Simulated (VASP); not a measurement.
# W3N4 (Pm-3m) in VASP: density of states with PBE

Aim: the density of states of W3N4 with PBE.

Everything below comes from runs of VASP 6.6.1. Logs are shortened: lines on timing, memory, paths and dates and some standing lists are left out, and cuts for length are marked.

## Step 1: The structure

Symmetry: Pm-3m, No. 221, cubic system. The conventional cell has a = 4.116 Å, b = 4.116 Å, c = 4.116 Å, α = 90.00°, β = 90.00°, γ = 90.00°. N (site symmetry m-3m) is surrounded by 6 W at 2.06 Å. N (site symmetry 4/mmm) is surrounded by 4 W at 2.06 Å. W (site symmetry 4/mmm) has 6 N at 2.06 Å as nearest neighbours.

## Step 2: Density of states, PBE

Input file POSCAR:

```
W3N4
1.0
    4.1163970000      0.0000000000      0.0000000000
    0.0000000000      4.1163970000      0.0000000000
    0.0000000000      0.0000000000      4.1163970000
N W
4 3
Direct
    0.5000000000      0.5000000000      0.5000000000
    0.5000000000      0.0000000000      0.0000000000
    0.0000000000      0.5000000000      0.0000000000
    0.0000000000      0.0000000000      0.5000000000
    0.5000000000      0.5000000000      0.0000000000
    0.0000000000      0.5000000000      0.5000000000
    0.5000000000      0.0000000000      0.5000000000
```

Input file INCAR.step1:

```
SYSTEM = W3N4
ALGO = Fast
EDIFF = 1E-6
ENCUT = 520
GGA = PE
ISIF = 2
ISMEAR = -1
LASPH = .True.
LCHARG = .True.
LMAXMIX = 4
LREAL = .False.
LWAVE = .False.
NBANDS = 40
NELM = 100
PREC = Accurate
SIGMA = 0.1
```

Input file KPOINTS.step1:

```
k-points
0
Gamma
  8 8 8
  0 0 0
```

Input file INCAR.step2:

```
SYSTEM = W3N4
ALGO = Fast
EDIFF = 1E-6
ENCUT = 520
GGA = PE
ICHARG = 11
ISIF = 2
ISMEAR = -5
LASPH = .True.
LCHARG = .False.
LMAXMIX = 4
LORBIT = 11
LREAL = .False.
LWAVE = .False.
NBANDS = 40
NEDOS = 1001
NELM = 100
PREC = Accurate
SIGMA = 0.1
```

Input file KPOINTS.step2:

```
k-points
0
Gamma
  12 12 12
  0 0 0
```

Potentials or basis: VASP PAW PBE potentials, release 64 (N, W_sv).

Started as:

```sh
$ cat potpaw_PBE.64/N/POTCAR potpaw_PBE.64/W_sv/POTCAR > POTCAR
$ cp INCAR.step1 INCAR
$ cp KPOINTS.step1 KPOINTS
$ mpirun -np 1 vasp_std > vasp.out
$ cp INCAR.step2 INCAR
$ cp KPOINTS.step2 KPOINTS
$ mpirun -np 1 vasp_std > vasp.out
```

OUTCAR:

```text
SYSTEM = W3N4
   EDIFF = 1E-6
   ENCUT = 520
   GGA = PE
   ICHARG = 11
   ISIF = 2
   ISMEAR = -5
   LASPH = .True.
   LORBIT = 11
   LREAL = .False.
   NELM = 100
   PREC = Accurate

 ion  position               nearest neighbor table
   1  0.500  0.500  0.500-   5 2.06   6 2.06   7 2.06   5 2.06   7 2.06   6 2.06
   2  0.500  0.000  0.000-   5 2.06   7 2.06   7 2.06   5 2.06
   3  0.000  0.500  0.000-   5 2.06   6 2.06   6 2.06   5 2.06
   4  0.000  0.000  0.500-   6 2.06   7 2.06   6 2.06   7 2.06
   5  0.500  0.500  0.000-   1 2.06   2 2.06   3 2.06   1 2.06   2 2.06   3 2.06   6 2.91   7 2.91
                             7 2.91   7 2.91   7 2.91   6 2.91   6 2.91   6 2.91
   6  0.000  0.500  0.500-   1 2.06   3 2.06   4 2.06   3 2.06   4 2.06   1 2.06   5 2.91   7 2.91
                             7 2.91   5 2.91   5 2.91   7 2.91   5 2.91   7 2.91
   7  0.500  0.000  0.500-   1 2.06   2 2.06   4 2.06   2 2.06   1 2.06   4 2.06   5 2.91   6 2.91
                             5 2.91   6 2.91   5 2.91   5 2.91   6 2.91   6 2.91

  LATTYP: Found a simple cubic cell.
 ALAT       =     4.1163970000

  Lattice vectors:

 A1 = (   4.1163970000,   0.0000000000,   0.0000000000)
 A2 = (   0.0000000000,   4.1163970000,   0.0000000000)
 A3 = (   0.0000000000,   0.0000000000,   4.1163970000)

Analysis of symmetry for initial positions (statically):
=====================================================================
 Subroutine PRICEL returns:
 Original cell was already a primitive cell.

 Routine SETGRP: Setting up the symmetry group for a
 simple cubic supercell.

 Subroutine GETGRP returns: Found 48 space group operations
 (whereof 48 operations were pure point group operations)
 out of a pool of 48 trial point group operations.

The static configuration has the point symmetry O_h .

Analysis of symmetry for dynamics (positions and initial velocities):
=====================================================================
 Subroutine PRICEL returns:
 Original cell was already a primitive cell.

 Routine SETGRP: Setting up the symmetry group for a
 simple cubic supercell.

 Subroutine GETGRP returns: Found 48 space group operations
 (whereof 48 operations were pure point group operations)
 out of a pool of 48 trial point group operations.

The dynamic configuration has the point symmetry O_h .

 Subroutine INISYM returns: Found 48 space group operations
 (whereof 48 operations are pure point group operations),
 and found     1 'primitive' translations

----------------------------------------------------------------------------------------

                                     Primitive cell

  volume of cell :      69.7512

  direct lattice vectors                    reciprocal lattice vectors
     4.116397000  0.000000000  0.000000000     0.242930893  0.000000000  0.000000000
     0.000000000  4.116397000  0.000000000     0.000000000  0.242930893  0.000000000
     0.000000000  0.000000000  4.116397000     0.000000000  0.000000000  0.242930893

  length of vectors
     4.116397000  4.116397000  4.116397000     0.242930893  0.242930893  0.242930893

  position of ions in fractional coordinates (direct lattice)
     0.500000000  0.500000000  0.500000000
     0.500000000  0.000000000  0.000000000
     0.000000000  0.500000000  0.000000000
     0.000000000  0.000000000  0.500000000
     0.500000000  0.500000000  0.000000000
     0.000000000  0.500000000  0.500000000
     0.500000000  0.000000000  0.500000000

  ion indices of the primitive-cell ions
   primitive index   ion index
                 1           1
                 2           2
                 3           3
                 4           4
                 5           5
                 6           6
                 7           7

----------------------------------------------------------------------------------------

 KPOINTS: k-points

Automatic generation of k-mesh.
 Grid dimensions read from file:
 generate k-points for:   12   12   12

 Generating k-lattice:

  Cartesian coordinates                     Fractional coordinates (reciprocal lattice)
     0.020244241  0.000000000  0.000000000     0.083333333  0.000000000  0.000000000
     0.000000000  0.020244241  0.000000000     0.000000000  0.083333333  0.000000000
     0.000000000  0.000000000  0.020244241     0.000000000  0.000000000  0.083333333

  Length of vectors
     0.020244241  0.020244241  0.020244241

  Shift w.r.t. Gamma in fractional coordinates (k-lattice)
     0.000000000  0.000000000  0.000000000

 TETIRR: Found    854 inequivalent tetrahedra from    10368

 Subroutine IBZKPT returns following result:
 ===========================================

 Found     84 irreducible k-points:

 Following reciprocal coordinates:
            Coordinates               Weight
  0.000000  0.000000  0.000000      1.000000
  0.083333  0.000000  0.000000      6.000000
  0.166667  0.000000  0.000000      6.000000
  0.250000  0.000000  0.000000      6.000000
  0.333333  0.000000  0.000000      6.000000
  0.416667  0.000000  0.000000      6.000000
[... 16 lines left out ...]
  0.333333  0.333333  0.000000     12.000000
  0.416667  0.333333  0.000000     24.000000
 [... further k-points ...]
   k-points           NKPTS =     84   k-points in BZ     NKDIM =     84   number of bands    NBANDS=     40
   number of dos      NEDOS =   1001   number of ions     NIONS =      7
   total plane-waves  NPLWV =  32768
   dimension x,y,z NGX =    32 NGY =   32 NGZ =   32
   dimension x,y,z NGXF=    64 NGYF=   64 NGZF=   64
   ions per type =               4   3
   NGX,Y,Z   is equivalent  to a cutoff of  12.92, 12.92, 12.92 a.u.
   NGXF,Y,Z  is equivalent  to a cutoff of  25.85, 25.85, 25.85 a.u.
 SYSTEM =  W3N4
   PREC   = accura    normal or accurate (medium, high low for compatibility)
   ISTART =      0    job   : 0-new  1-cont  2-samecut
   ICHARG =     11    charge: 1-file 2-atom 10-const
   ISPIN  =      1    spin polarized calculation?
   LNONCOLLINEAR =      F non collinear calculations
   LSORBIT =      F    spin-orbit coupling
   LASPH  =      T    aspherical Exc in radial PAW
   ENCUT  =  520.0 eV  38.22 Ry    6.18 a.u.   7.65  7.65  7.65*2*pi/ulx,y,z
   NELM   =    100;   NELMIN=  2; NELMDL=  0     # of ELM steps
   EDIFF  = 0.1E-05   stopping-criterion for ELM
   LREAL  =      F    real-space projection
   EDIFFG = 0.1E-04   stopping-criterion for IOM
   NSW    =      0    number of steps for IOM
   IBRION =     -1    ionic relax: 0-MD 1-quasi-New 2-CG
   NFREE  =      0    steps in history (QN), initial steepest desc. (CG)
   ISIF   =      2    stress and relaxation
   ISYM   =      2    0-nonsym 1-usesym 2-fastsym
   POTIM  = 0.5000    time-step for ionic-motion
   TEBEG  =    0.0;   TEEND  =   0.0 temperature during run
   PSTRESS=    0.0 pullay stress
   NELECT =      62.0000    total number of electrons
   NUPDOWN=      -1.0000    fix difference up-down
   EMIN   =  10.00;   EMAX   =-10.00  energy-range for DOS
   EFERMI =   0.00;   METHOD = LEGACY
   ISMEAR =    -5;   SIGMA  =   0.10  broadening in eV -4-tet -1-fermi 0-gaus
   EFERMI_NEDOS =   21; number of points for ismear=-14 and -15
   IALGO  =     68    algorithm
   IMIX   =      4    mixing-type and parameters
     AMIX     =   0.40;   BMIX     =  1.00
     AMIX_MAG =   1.60;   BMIX_MAG =  1.00
  volume/ion in A,a.u.               =       9.96        67.24
  Fermi-wavevector in a.u.,A,eV,Ry     =   1.574061  2.974543 33.710707  2.477667
  Thomas-Fermi vector in A             =   2.675252
   LORBIT       =     11    0 simple, 1 ext, 2 COOP (PROOUT), +10 PAW based schemes
   GGA     = PE    functional components
   LHFCALC =     F    Hartree Fock is set to
   AEXX    =    0.0000 exact exchange contribution
   IVDW    =     0    specifies the selected vdW correction
   LEPSILON=     F    determine dielectric tensor
   LRPA    =     F    only Hartree local field effects (RPA)
 non-spin polarized calculation
 RMM-DIIS sequential band-by-band and
 Fermi weights with tetrahedron method with Bloechl corrections
  energy-cutoff  :      520.00
  volume of cell :       69.75
 maximum number of plane-waves:      1924
 NGX is ok and might be reduce to    32

 number of electron      62.0000009 magnetization

 Free energy of the ion-electron system (eV)
  ---------------------------------------------------
  ext. energy  EPLUGINS =         0.00000000
  ---------------------------------------------------
  free energy    TOTEN  =       -72.10376011 eV

  energy without entropy =      -72.10376011  energy(sigma->0) =      -72.10376011

 E-fermi :  11.6432     XC(G=0): -13.4032

 val. band max:       11.7398893848   @ k =   0.5000   0.3333   0.1667
 cond. band min:      11.3961047754   @ k =   0.0000   0.0000   0.0000
 fundamental gap:     -0.3437846094
 Fermi energy:        11.6432489119

 k-point     1 :       0.0000    0.0000    0.0000
  band No.  band energies     occupation
      1     -64.0891      2.00000
      2     -63.9985      2.00000
      3     -63.9985      2.00000
      4     -28.8414      2.00000
      5     -28.8414      2.00000
      6     -28.8414      2.00000
[... 32 lines left out ...]
     39      14.6512      0.00000
     40      14.6514      0.00000

 k-point     2 :       0.0833    0.0000    0.0000
  band No.  band energies     occupation
      1     -64.0878      2.00000
      2     -63.9999      2.00000
      3     -63.9985      2.00000
      4     -28.8354      2.00000
      5     -28.8354      2.00000
      6     -28.8326      2.00000
[... 32 lines left out ...]
     39      14.5984      0.00000
     40      14.6530      0.00000

 k-point     3 :       0.1667    0.0000    0.0000
  band No.  band energies     occupation
      1     -64.0838      2.00000
      2     -64.0038      2.00000
      3     -63.9985      2.00000
      4     -28.8183      2.00000
      5     -28.8183      2.00000
      6     -28.8066      2.00000
[... 32 lines left out ...]
     39      14.4204      0.00000
     40      14.6562      0.00000

 k-point     4 :       0.2500    0.0000    0.0000
  band No.  band energies     occupation
      1     -64.0776      2.00000
      2     -64.0100      2.00000
      3     -63.9984      2.00000
      4     -28.7933      2.00000
      5     -28.7933      2.00000
      6     -28.7652      2.00000
[... 32 lines left out ...]
     39      14.1909      0.00000
     40      14.6561      0.00000
[... 772 lines left out ...]
     39      15.2641      0.00000
     40      15.9834      0.00000

 k-point    23 :       0.3333    0.3333    0.0000
  band No.  band energies     occupation
      1     -64.0539      2.00000
      2     -64.0208      2.00000
      3     -64.0105      2.00000
      4     -28.9313      2.00000
      5     -28.6801      2.00000
      6     -28.5502      2.00000
[... 32 lines left out ...]
     39      15.3213      0.00000
     40      15.9737      0.00000

 k-point    24 :       0.4167    0.3333    0.0000
  band No.  band energies     occupation
      1     -64.0472      2.00000
      2     -64.0252      2.00000
      3     -64.0127      2.00000
      4     -28.9476      2.00000
      5     -28.6531      2.00000
      6     -28.5895      2.00000
[... 32 lines left out ...]
     39      15.3733      0.00000
     40      15.8263      0.00000

 [... further k-points ...]
[... 5 lines left out ...]
  --------------------------------------------------------------------------------------
  -------------------------------------------------------------------------------------
  Total       13.2134077     13.2134077     13.2134077      0.0000000      0.0000000     -0.0000000
  in kB      303.5104578    303.5104578    303.5104578      0.0000000      0.0000000     -0.0000000
  external PRESSURE =     303.5104578 kB  Pullay stress =       0.0000000 kB

 VOLUME and BASIS-vectors are now :
 -----------------------------------------------------------------------------
  energy-cutoff  :      520.00
  volume of cell :       69.75
      direct lattice vectors                 reciprocal lattice vectors
     4.116397000  0.000000000  0.000000000     0.242930893  0.000000000  0.000000000
     0.000000000  4.116397000  0.000000000     0.000000000  0.242930893  0.000000000
     0.000000000  0.000000000  4.116397000     0.000000000  0.000000000  0.242930893

 POSITION                                       TOTAL-FORCE (eV/Angst)
 -----------------------------------------------------------------------------------
      2.05820      2.05820      2.05820         0.000000      0.000000      0.000000
      2.05820      0.00000      0.00000         0.000000      0.000000      0.000000
      0.00000      2.05820      0.00000         0.000000      0.000000      0.000000
      0.00000      0.00000      2.05820         0.000000      0.000000      0.000000
      2.05820      2.05820      0.00000         0.000000      0.000000      0.000000
      0.00000      2.05820      2.05820         0.000000      0.000000      0.000000
      2.05820      0.00000      2.05820         0.000000      0.000000      0.000000
 -----------------------------------------------------------------------------------
    total drift:                                0.000000     -0.000000     -0.000000

  FREE ENERGIE OF THE ION-ELECTRON SYSTEM (eV)
  ---------------------------------------------------
  free  energy   TOTEN  =       -72.1037601147 eV

  energy  without entropy=      -72.1037601147  energy(sigma->0) =      -72.10376011

 total charge

# of ion       s       p       d       tot
------------------------------------------
    1        1.240   2.693   0.000   3.934
    2        1.251   2.526   0.000   3.777
    3        1.251   2.526   0.000   3.777
    4        1.251   2.526   0.000   3.777
    5        2.330   6.431   3.453  12.214
    6        2.330   6.431   3.453  12.214
    7        2.330   6.431   3.453  12.214
--------------------------------------------------
tot         11.982  29.565  10.359  51.906
```

It took 2.3 min on 1 thread of Intel Xeon Platinum 8488C (Sapphire Rapids), shared host; peak memory 0.3 GiB.

What came out:

```
Valence electrons inside the program's atomic spheres : N 3.93, 3.78; W 12.21
```

Levels at points of the mesh, in eV from the Fermi level:
| k point | band 27 | band 28 | band 29 | band 30 | band 31 | band 32 | band 33 | band 34 | band 35 | band 36 |
| --- | --- | --- | --- | --- | --- | --- | --- | --- | --- | --- |
| (0.00, 0.00, 0.00) | -3.48 | -3.48 | -2.22 | -2.22 | -2.22 | -0.85 | -0.85 | -0.85 | -0.25 | -0.25 |
| (0.50, 0.00, 0.00) | -3.69 | -3.69 | -3.55 | -1.76 | 0.02 | 0.02 | 0.06 | 0.26 | 0.26 | 2.21 |
| (0.50, 0.50, 0.00) | -5.75 | -1.56 | -0.53 | 0.40 | 0.42 | 0.59 | 0.59 | 1.43 | 1.43 | 2.37 |
| (0.50, 0.50, 0.50) | -2.96 | -2.96 | 1.29 | 1.29 | 1.29 | 1.87 | 1.87 | 1.87 | 2.86 | 2.86 |

States per cell in windows of 1 eV (zero at the Fermi level; states under -8 eV left out):
| from (eV) | total | W6_d | W7_d | W5_d | N2_p | N3_p | N4_p |
| --- | --- | --- | --- | --- | --- | --- | --- |
| -8.0 | 6.37 | 0.65 | 0.65 | 0.65 | 0.53 | 0.53 | 0.53 |
| -7.0 | 4.68 | 0.47 | 0.47 | 0.47 | 0.48 | 0.48 | 0.48 |
| -6.0 | 2.84 | 0.31 | 0.31 | 0.31 | 0.28 | 0.28 | 0.28 |
| -5.0 | 1.99 | 0.16 | 0.16 | 0.16 | 0.26 | 0.26 | 0.26 |
| -4.0 | 2.04 | 0.15 | 0.15 | 0.15 | 0.27 | 0.27 | 0.27 |
| -3.0 | 2.82 | 0.24 | 0.24 | 0.24 | 0.37 | 0.37 | 0.37 |
| -2.0 | 1.66 | 0.28 | 0.28 | 0.28 | 0.10 | 0.10 | 0.10 |
| -1.0 | 2.48 | 0.54 | 0.54 | 0.54 | 0.07 | 0.07 | 0.07 |
| 0.0 | 3.32 | 0.75 | 0.75 | 0.75 | 0.13 | 0.13 | 0.13 |
| 1.0 | 5.08 | 1.14 | 1.14 | 1.14 | 0.21 | 0.21 | 0.21 |
| 2.0 | 5.42 | 1.28 | 1.28 | 1.28 | 0.23 | 0.23 | 0.23 |
| 3.0 | 1.45 | 0.31 | 0.31 | 0.31 | 0.03 | 0.03 | 0.03 |
| 4.0 | 1.54 | 0.30 | 0.30 | 0.30 | 0.04 | 0.04 | 0.04 |
| 5.0 | 0.86 | 0.15 | 0.15 | 0.15 | 0.03 | 0.03 | 0.03 |
| 6.0 | 0.58 | 0.07 | 0.07 | 0.07 | 0.02 | 0.02 | 0.02 |
| 7.0 | 0.01 | 0.00 | 0.00 | 0.00 | 0.00 | 0.00 | 0.00 |

Caveat: tetrahedron occupations give inexact forces and stress in metals. The run has no spin-orbit coupling, so splittings on W are missing.
